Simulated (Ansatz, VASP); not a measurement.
# Cross-check of GaF between VASP and Ansatz, part 2 of 2

One calculation is typed for both programs; each brings its own data sets. How far apart do they land? Of the first pair: The two relaxations start from unlike cells of this crystal (the structure described is Ansatz's start), so only their ends are compared.

VASP 6.6.1 and Ansatz 0.2.0.

So far: Set-up; Ansatz: relaxation of cell and atoms, PBE; VASP: relaxation of cell and atoms, PBE; Differences.

## (5) VASP: dielectric response, PBE

Level of this step: PBE; plane waves and PAW (Ga_d, F) (VASP).

The response to a field tests empty states and converges slowly with the mesh.

Input file INCAR:

```
SYSTEM = GaF
PREC = Accurate
ENCUT = 520
EDIFF = 1E-08
NELM = 120
ISMEAR = 0
SIGMA = 0.01
LREAL = .FALSE.
ALGO = Normal
GGA = PE
NBANDS = 26
LORBIT = 11
LWAVE = .FALSE.
LCHARG = .FALSE.
ISIF = 2
LEPSILON = .TRUE.
LASPH = .TRUE.
GGA_COMPAT = .FALSE.
EFERMI = MIDGAP
KPAR = 2
```

Input file POSCAR:

```
GaF
1.0
    1.8021814987     -6.3086984919      0.0000000000
    1.8021814987      6.3086984919      0.0000000000
    0.0000000000      0.0000000000      3.6344110007
Ga F
2 2
Direct
    0.6403159553      0.3596840447      0.2500000000
    0.3596840447      0.6403159553      0.7500000000
    0.1960254171      0.8039745829      0.7500000000
    0.8039745829      0.1960254171      0.2500000000
```

Input file KPOINTS:

```
Automatic mesh
0
Gamma
7 7 6
0 0 0
```

PAW data sets: Ga_d and F (PBE family, release 64).

Run with:

```sh
$ mpirun -np 2 vasp_std
```

Numbers of over 12 decimals in the logs are rounded to 6 here.

The log of the run:

```text
[... set-up lines as in an earlier step ...]
 entering main loop
       N       E                     dE             d eps       ncg     rms          rms(c)
DAV:   1     0.397970988911E+03    0.39797E+03   -0.20326E+04  3410   0.236E+03
DAV:   2     0.434315079890E+02   -0.35454E+03   -0.33998E+03  3832   0.529E+02
DAV:   3    -0.147171570993E+02   -0.58149E+02   -0.57434E+02  3752   0.174E+02
DAV:   4    -0.174033493180E+02   -0.26862E+01   -0.26778E+01  4370   0.400E+01
[...]
DAV:  14    -0.156248735613E+02   -0.66197E-06   -0.13456E-06  3516   0.712E-03    0.102E-03
DAV:  15    -0.156248735980E+02   -0.36672E-07   -0.26008E-07  4294   0.386E-03    0.492E-04
DAV:  16    -0.156248735897E+02    0.82500E-08   -0.20101E-08  2540   0.167E-03
   1 F= -.15624874E+02 E0= -.15624874E+02  d E =0.000000E+00
 Linear response reoptimize wavefunctions to high precision
DAV:   1    -0.156248735944E+02   -0.47121E-08   -0.45220E-09  2720   0.514E-04
DAV:   2    -0.156248735945E+02   -0.96406E-10   -0.31936E-10  1736   0.165E-04
 Linear response G [H, r] |phi>, progress :
  Direction:   1
[...]
RMM:  14    -0.760508137426E+00    0.10958E-06   -0.11801E-06  5227   0.256E-04    0.123E-05
RMM:  15    -0.760508106385E+00    0.31042E-07   -0.13877E-07  3761   0.934E-05    0.321E-06
 change of polarisation eV/A/(eV/A) component  2 :     0.071     1.352    -0.061
 dielectric tensor                  component  2 :     0.155     3.960    -0.133
 Linear response to external field, progress :
  Direction:   3
       N       E                     dE             d eps       ncg     rms          rms(c)
RMM:   1    -0.566849294913E+00   -0.56685E+00   -0.11605E+00  4384   0.554E+00
RMM:   2    -0.829015287682E+00   -0.26217E+00   -0.78826E-02  6437   0.129E+00    0.165E+00
RMM:   3    -0.767342408765E+00    0.61673E-01   -0.40642E-02  5486   0.120E+00    0.823E-01
RMM:   4    -0.811622206468E+00   -0.44280E-01   -0.48969E-02  6228   0.129E+00    0.132E-01
[...]
RMM:  11    -0.830815605403E+00   -0.14561E-05   -0.57550E-07  6209   0.851E-04    0.273E-05
RMM:  12    -0.830813887904E+00    0.17175E-05   -0.15698E-07  5657   0.299E-04    0.104E-05
RMM:  13    -0.830813780093E+00    0.10781E-06   -0.60763E-08  3630   0.116E-04    0.541E-06
 change of polarisation eV/A/(eV/A) component  3 :    -0.044    -0.058     1.453
 dielectric tensor                  component  3 :    -0.095    -0.126     4.182
 Born effective charges drift removed
```

From OUTCAR (step 5):

```text
  Total       -0.0514316      0.2223345     -0.0705151      0.0000000      0.0000000      0.0000000
  in kB       -0.9970981      4.3103756     -1.3670686      0.0000000      0.0000000      0.0000000
  external PRESSURE =       0.6487363 kB  Pullay stress =       0.0000000 kB

 POSITION                                       TOTAL-FORCE (eV/Angst)
 -----------------------------------------------------------------------------------
      1.80218     -1.77042      0.90860         0.000000      0.076619      0.000000
      1.80218      1.77042      2.72581         0.000000     -0.076619     -0.000000
      1.80218      3.83537      2.72581         0.000000      0.065136      0.000000
      1.80218     -3.83537      0.90860         0.000000     -0.065136      0.000000
 -----------------------------------------------------------------------------------
    total drift:                                0.000000     -0.000000     -0.000000

 MACROSCOPIC STATIC DIELECTRIC TENSOR (including local field effects in DFT)
 ------------------------------------------------------
           4.023621     0.000000     0.000000
           0.000000     3.959753     0.000000
           0.000000    -0.000000     4.181673
 ------------------------------------------------------

[... 1 part as in an earlier step ...]

[... 1 further part left out ...]
```

The dielectric response converges more slowly with the mesh than energies do, so tensor and charges may still move on a finer one.

## (6) Ansatz: dielectric response, PBE

The same cell, functional and mesh now go to Ansatz, which takes its cutoff from its data sets.

The cell is taken from a series of runs on this material, whose earlier steps may have relaxed, scaled, displaced or heated it; both programs get it as it stands.

Input file input.yaml:

```yaml
crystal:
  lattice:
    - [1.8021814987, -6.3086984919, 0.0]
    - [1.8021814987, 6.3086984919, 0.0]
    - [0.0, 0.0, 3.6344110007]
  atoms:
    - { symbol: Ga, position: [0.6403159553, 0.3596840447, 0.25] }
    - { symbol: Ga, position: [0.3596840447, 0.6403159553, 0.75] }
    - { symbol: F, position: [0.1960254171, 0.8039745829, 0.75] }
    - { symbol: F, position: [0.8039745829, 0.1960254171, 0.25] }
kpoints:
  mp_grid: { grid: [7, 7, 6] }
scf:
  occupations: { method: fixed }
hamiltonian:
  xc: pbe
  pseudopotentials: { kind: paw }
dielectric: {}
```

Run with:

```sh
$ ansatz run input.yaml --threads 2 --pin off --max-ram 5120MiB --backend cpu --events-out ev --progress --plain --runs-dir out
```

The log of the run:

```text
[...]
Crystal: 4 atoms, lattice volume = 82.642 Å³
Basis set: ecut = 420 eV, 1603 PW (Γ), exchange–correlation on 90×90×60 points (8 copies of the dense FFT grid, shifted against one another)
Bands: 24, of which v1, the nominal top of the filled ones, is band 20 counted from 1 (19 counted from 0)
Symmetry: 8 space group operations
k-points: 148 of 294 (irreducible under 1 space group operation, time reversal used)
[...]
0.00000    1.94307    0.00000
[...]
site 2:
[...]
0.00000    0.00000   -1.54590
    site 3:
        -1.51538    0.00000    0.00000
         0.00000   -1.94307    0.00000
         0.00000    0.00000   -1.54590
  Z* charge neutrality: 3.065e-3 e pre-enforcement
  solved inside a basis spanned on kpoints, on 10×10×10 k-points, its susceptibility summed on 12×12×12: ε∞ is read to err by 1.1e-2, Z* by 1.5e-2 e (field_mesh: kpoints solves on kpoints); Z* is corrected for what the basis lacks
[key lines of the parts left out:]
SCF converged after 10 iterations
Free energy (F): -9183.375262 eV
Fermi energy:    2.772074 eV
```

## (7) Side by side

What differs besides the data sets and the points named for the pairs above, as far as they apply: fixed occupations in Ansatz, narrow Gaussian smearing in VASP; VASP's response is taken on the typed mesh, Ansatz refines its own for the field response alone; the cutoff is 420 eV in Ansatz and 520 eV in VASP; VASP's log repeats an internal error in its field response. Total energies have different zeros and are not compared.

Compared:

```
quantity  Ansatz  VASP  difference
   ε∞ xx    4.04  4.02     +0.41 %
   ε∞ yy    3.95  3.96     -0.14 %
   ε∞ zz    4.22  4.18     +0.95 %
```

## (8) Summary of results

| Property | Result |
| --- | --- |
| difference in volume (relaxation of cell and atoms, PBE) | 4.6 % |
| difference in ε∞ zz (dielectric response, PBE) | 0.95 % |

The difference in volume is 4.6 % (relaxation of cell and atoms, PBE), beyond the 1.2 % picked in this series as the mark of a large difference, as far as the stopping tolerances let one tell. What causes the difference of the relaxation of cell and atoms, PBE pair stays open here. Such differences can come from data sets, numerical settings and the points named under the comparisons, not from the functional's error against experiment.

[Lines on the potential files, build, host, timing and source positions are cut from VASP's logs without a mark.]

[Logs are printed without paths, hosts, clocks, repeated set-up lines and the standing remarks that a program may print on its own settings, such as how far it seeks lower states.]

[Hosts, paths, dates, database ids (printed as entryN), source tags and the programs' standing remarks are cut or masked in the printed files.]
